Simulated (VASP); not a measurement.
VASP input:

**INCAR**
```
SYSTEM = GaAs
PREC = Accurate; ENCUT = 400; LREAL = .False.
LASPH = .True.
EDIFF = 1E-6; NELM = 100; ALGO = Normal
LMAXMIX = 4
ISMEAR = 0; SIGMA = 0.05
GGA = PS
IBRION = 2; NSW = 60; ISIF = 3
EDIFFG = -0.02
LWAVE = .False.; LCHARG = .False.
```

**KPOINTS**
```
Automatic mesh
0
Gamma
6 6 3
0 0 0
```

**POSCAR**
```
GaAs
1
    3.9895392993     0.0000000000     0.0000000000
   -1.9947696497     3.4550419915     0.0000000000
    0.0000000000    -0.0000000000     6.5587982575
Ga As
2 2
Direct
  0.3333330000   0.6666670000   0.0000674352
  0.6666670000   0.3333330000   0.5000674352
  0.3333330000   0.6666670000   0.3739325648
  0.6666670000   0.3333330000   0.8739325648
```

POTCAR, in this order: Ga_d As (PBE.64 set). Program: vasp_std.

Problem. Write an equivalent input for Quantum ESPRESSO's pw.x.

Solution. One equivalent input (not run):
```
&CONTROL
  calculation = 'vc-relax'
  pseudo_dir = './pseudo'
  outdir = './out'
  tprnfor = .true.
  tstress = .true.
  nstep = 60
  forc_conv_thr = 0.00078
/
&SYSTEM
  ibrav = 0
  nat = 4
  ntyp = 2
  ecutwfc = 84
  occupations = 'smearing'
  smearing = 'gaussian'
  degauss = 0.003675
  input_dft = 'pbesol'
/
&ELECTRONS
  conv_thr = 7.3e-08
  electron_maxstep = 100
/
&IONS
/
&CELL
/
ATOMIC_SPECIES
  Ga 69.723 Ga.upf
  As 74.922 As.upf
CELL_PARAMETERS angstrom
     3.9895393    0.0000000    0.0000000
    -1.9947696    3.4550420    0.0000000
     0.0000000   -0.0000000    6.5587983
ATOMIC_POSITIONS crystal
  Ga   0.3333330  0.6666670  0.0000674
  Ga   0.6666670  0.3333330  0.5000674
  As   0.3333330  0.6666670  0.3739326
  As   0.6666670  0.3333330  0.8739326
K_POINTS automatic
  6 6 3 0 0 0
```
What does not carry over: the potentials are each code's own (VASP's PAW set, PseudoDojo norm-conserving files in pw.x), so ENCUT and ecutwfc are chosen apart and not converted; conv_thr bounds pw.x's estimated SCF error, while EDIFF bounds the energy change between steps; forc_conv_thr acts on force components and is met together with etot_conv_thr.

The structure comes from a computed database's GaAs entry (P6_3mc); how it stands against other phases isn't given here. This run relaxes it. Symmetry was kept, so distortions that lower it aren't found. The start is the result of an earlier pass.
